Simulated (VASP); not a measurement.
Level of theory: r2SCAN meta-GGA, VASP's PBE PAW potentials (set 64) (plane waves; VASP).

A VASP calculation is set up with these files.

### INCAR
```
# general
SYSTEM  = CeO2
PREC    = Accurate
ENCUT   = 520
LREAL   = .False.
LASPH   = .True.

# electronic loop
EDIFF   = 1E-7
NELM    = 100
ALGO    = Normal
LMAXMIX = 6
LMIXTAU = .True.

# smearing
ISMEAR  = -5

# functional
METAGGA = R2SCAN

# ions
ISIF    = 2

# output
LWAVE   = .False.
LCHARG  = .False.
LORBIT  = 11
NEDOS   = 601

# other
LEFG    = .True.
```

### KPOINTS
```
Automatic mesh
0
Gamma
8 8 8
0 0 0
```

File KPOINTS_OPT:
```
k-points along high-symmetry lines
10
Line-mode
Reciprocal
  0.000000   0.000000   0.000000 ! GAMMA
  0.500000   0.000000   0.500000 ! X

  0.500000   0.000000   0.500000 ! X
  0.625000   0.250000   0.625000 ! U

  0.375000   0.375000   0.750000 ! K
  0.000000   0.000000   0.000000 ! GAMMA

  0.000000   0.000000   0.000000 ! GAMMA
  0.500000   0.500000   0.500000 ! L

  0.500000   0.500000   0.500000 ! L
  0.500000   0.250000   0.750000 ! W

  0.500000   0.250000   0.750000 ! W
  0.500000   0.000000   0.500000 ! X
```

**POSCAR**
```
CeO2
1
    0.0000000000     2.7174068375     2.7174068375
    2.7174068375     0.0000000000     2.7174068375
    2.7174068375     2.7174068375     0.0000000000
Ce O
1 2
Direct
  0.0000000000   0.0000000000   0.0000000000
  0.2500000000   0.2500000000   0.2500000000
  0.7500000000   0.7500000000   0.7500000000
```

POTCAR, in this order: Ce O (PBE.64 set). Program: vasp_std.

The run wrote:

### OUTCAR
```
 ion  position               nearest neighbor table
   1  0.000  0.000  0.000-   3 2.35   3 2.35   3 2.35   2 2.35   3 2.35   2 2.35   2 2.35   2 2.35
  LATTYP: Found a face centered cubic cell.
 ALAT       =     5.4348136750
 Subroutine PRICEL returns:
 Original cell was already a primitive cell.
 Subroutine GETGRP returns: Found 48 space group operations
The static configuration has the point symmetry O_h .
The dynamic configuration has the point symmetry O_h .
 Subroutine INISYM returns: Found 48 space group operations
 Subroutine IBZKPT returns following result:
 Found     29 irreducible k-points:

 Following reciprocal coordinates:
            Coordinates               Weight
  0.000000  0.000000  0.000000      1.000000
  0.125000  0.000000  0.000000      8.000000
  0.250000  0.000000  0.000000      8.000000
  0.375000  0.000000  0.000000      8.000000
  0.500000  0.000000  0.000000      4.000000
  0.125000  0.125000  0.000000      6.000000
  0.250000  0.125000  0.000000     24.000000
  0.375000  0.125000  0.000000     24.000000
  0.500000  0.125000  0.000000     24.000000
 -0.375000  0.125000  0.000000     24.000000
 -0.250000  0.125000  0.000000     24.000000
 -0.125000  0.125000  0.000000     12.000000
  0.250000  0.250000  0.000000      6.000000
  0.375000  0.250000  0.000000     24.000000
  0.500000  0.250000  0.000000     24.000000
 -0.375000  0.250000  0.000000     24.000000
 -0.250000  0.250000  0.000000     12.000000
  0.375000  0.375000  0.000000      6.000000
  0.500000  0.375000  0.000000     24.000000
 -0.375000  0.375000  0.000000     12.000000
  0.500000  0.500000  0.000000      3.000000
  0.375000  0.250000  0.125000     24.000000
  0.500000  0.250000  0.125000     48.000000
 -0.375000  0.250000  0.125000     24.000000
  0.500000  0.375000  0.125000     24.000000
...
```

File OSZICAR:
```
       N       E                     dE             d eps       ncg     rms          rms(c)
DAV:   1     0.209908806977E+03    0.20991E+03   -0.11764E+04   944   0.202E+03
DAV:   2    -0.222052426904E+02   -0.23211E+03   -0.22378E+03  1344   0.321E+02
DAV:   3    -0.661879028690E+02   -0.43983E+02   -0.42534E+02  1296   0.158E+02
DAV:   4    -0.679441771881E+02   -0.17563E+01   -0.17561E+01  1424   0.346E+01
DAV:   5    -0.680362432006E+02   -0.92066E-01   -0.92061E-01  1544   0.694E+00    0.314E+01
DAV:   6    -0.536741090283E+02    0.14362E+02   -0.43859E+01  1336   0.499E+01    0.102E+01
DAV:   7    -0.542119974210E+02   -0.53789E+00   -0.20505E+01  1368   0.490E+01    0.144E+01
DAV:   8    -0.543408989345E+02   -0.12890E+00   -0.85202E+00  1440   0.249E+01    0.498E+00
DAV:   9    -0.538945006922E+02    0.44640E+00   -0.53645E+00  1392   0.225E+01    0.284E+00
DAV:  10    -0.539848152679E+02   -0.90315E-01   -0.50729E-01  1312   0.784E+00    0.542E-01
DAV:  11    -0.540304108040E+02   -0.45596E-01   -0.20620E-01  1512   0.386E+00    0.152E+00
DAV:  12    -0.540316577416E+02   -0.12469E-02   -0.16729E-01  1376   0.392E+00    0.819E-02
DAV:  13    -0.540298249537E+02    0.18328E-02   -0.70732E-03  1296   0.918E-01    0.303E-01
DAV:  14    -0.540316819697E+02   -0.18570E-02   -0.21600E-03  1224   0.533E-01    0.639E-02
DAV:  15    -0.540321177482E+02   -0.43578E-03   -0.66717E-04  1552   0.265E-01    0.391E-02
DAV:  16    -0.540321033027E+02    0.14446E-04   -0.24856E-05  1248   0.492E-02    0.335E-02
DAV:  17    -0.540321147278E+02   -0.11425E-04   -0.10057E-04  1472   0.994E-02    0.807E-03
DAV:  18    -0.540321154250E+02   -0.69723E-06   -0.57361E-06  1288   0.267E-02    0.489E-03
DAV:  19    -0.540321156346E+02   -0.20958E-06   -0.57794E-07  1168   0.788E-03    0.224E-03
DAV:  20    -0.540321159410E+02   -0.30634E-06   -0.40820E-07  1008   0.626E-03    0.108E-03
DAV:  21    -0.540321160025E+02   -0.61504E-07   -0.45046E-08   640   0.313E-03
   1 F= -.54032116E+02 E0= -.54032116E+02  d E =0.000000E+00
       N       E                     dE             ncg
       N       E                     dE             ncg
       N       E                     dE             ncg
```

File OUTCAR:
```
------------------------ aborting loop because EDIFF is reached ----------------------------------------
  FORCE on cell =-STRESS in cart. coord.  units (eV):
  Direction    XX          YY          ZZ          XY          YZ          ZX
  --------------------------------------------------------------------------------------
  Total        0.0048114      0.0048114      0.0048114      0.0000000     -0.0000000      0.0000000
  in kB        0.1920818      0.1920818      0.1920818      0.0000000     -0.0000000      0.0000000
  external PRESSURE =       0.1920818 kB  Pullay stress =       0.0000000 kB
  volume of cell :       40.13
      direct lattice vectors                 reciprocal lattice vectors
     0.000000000  2.717406838  2.717406838    -0.183998948  0.183998948  0.183998948
     2.717406838  0.000000000  2.717406838     0.183998948 -0.183998948  0.183998948
     2.717406838  2.717406838  0.000000000     0.183998948  0.183998948 -0.183998948
 POSITION                                       TOTAL-FORCE (eV/Angst)
 -----------------------------------------------------------------------------------
      0.00000      0.00000      0.00000         0.000000      0.000000      0.000000
      1.35870      1.35870      1.35870         0.000000      0.000000      0.000000
      4.07611      4.07611      4.07611        -0.000000     -0.000000     -0.000000
 -----------------------------------------------------------------------------------
    total drift:                                0.000000     -0.000000      0.000000
  FREE ENERGIE OF THE ION-ELECTRON SYSTEM (eV)
  ---------------------------------------------------
  free  energy   TOTEN  =       -54.0321160025 eV

  energy  without entropy=      -54.0321160025  energy(sigma->0) =      -54.03211600

 total charge

# of ion       s       p       d       f       tot
--------------------------------------------------
    1        2.069   5.843   0.854   0.893   9.659
    2        1.580   3.467   0.000   0.000   5.048
    3        1.580   3.467   0.000   0.000   5.048
--------------------------------------------------
tot          5.230  12.778   0.854   0.893  19.755
```
(Selected blocks of OUTCAR.)

OUTCAR:
```
 val. band max:        4.9434201528   @ k =  -0.2500   0.2500   0.0000

 cond. band min:       7.1110700672   @ k =   0.5000   0.0000   0.0000


 Fermi energy:         4.9627165887

 k-point     1 :       0.0000    0.0000    0.0000
  band No.  band energies     occupation
      1     -28.6298      2.00000
      2     -12.3271      2.00000
      3     -11.4304      2.00000
      4     -10.2702      2.00000
      5     -10.2702      2.00000
      6     -10.2702      2.00000
      7       1.0605      2.00000
      8       1.0605      2.00000
      9       1.0605      2.00000
     10       4.3427      2.00000
     11       4.3427      2.00000
     12       4.3427      2.00000
     13       7.5230      0.00000
     14       7.5230      0.00000
     15       7.5230      0.00000
     16       7.6732      0.00000

 k-point     2 :       0.1250    0.0000    0.0000
  band No.  band energies     occupation
      1     -28.6000      2.00000
      2     -12.8006      2.00000
      3     -11.5445      2.00000
      4     -10.3057      2.00000
      5     -10.3057      2.00000
      6      -9.7774      2.00000
      7       1.2049      2.00000
      8       1.2049      2.00000
      9       1.4494      2.00000
     10       4.2043      2.00000
     11       4.2865      2.00000
     12       4.2865      2.00000
     13       7.5074      0.00000
     14       7.5074      0.00000
     15       7.5244      0.00000
     16       7.6940      0.00000

 k-point     3 :       0.2500    0.0000    0.0000
  band No.  band energies     occupation
      1     -28.5266      2.00000
      2     -13.5643      2.00000
      3     -11.8370      2.00000
      4     -10.3891      2.00000
      5     -10.3891      2.00000
      6      -8.9139      2.00000
      7       1.5418      2.00000
      8       1.5418      2.00000
      9       2.3670      2.00000
     10       3.9552      2.00000
     11       4.1810      2.00000
     12       4.1810      2.00000
     13       7.4440      0.00000
...
```

The compound is CeO2 in the fluorite structure. It was relaxed first. The run is not spin-polarised, so no magnetic state was tried.
